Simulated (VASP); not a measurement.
Calculation: PBE GGA with D4 dispersion, VASP's PBE PAW potentials (set 64) (plane waves; VASP). For the first row: Run with 520 eV cut-off, 8×8×8 Γ-centred mesh, first-order Methfessel-Paxton smearing of 0.10 eV, potentials Sc_sv Al.

```csv
system,energy (eV/atom)
Al$_{3}$Sc (L1_2),-5.1687
Sc (hcp),-6.5186
Al (fcc),-4.1026
```

The references are the elements' solids at the same level; no temperature or zero-point terms are added.

Question: What is the formation energy per atom of Al₃Sc?

Answer: The references average (1×(-6.5186) + 3×(-4.1026))/4 = -4.7066 eV, so the formation energy is -5.1687 − (-4.7066) = -0.462 eV/atom.
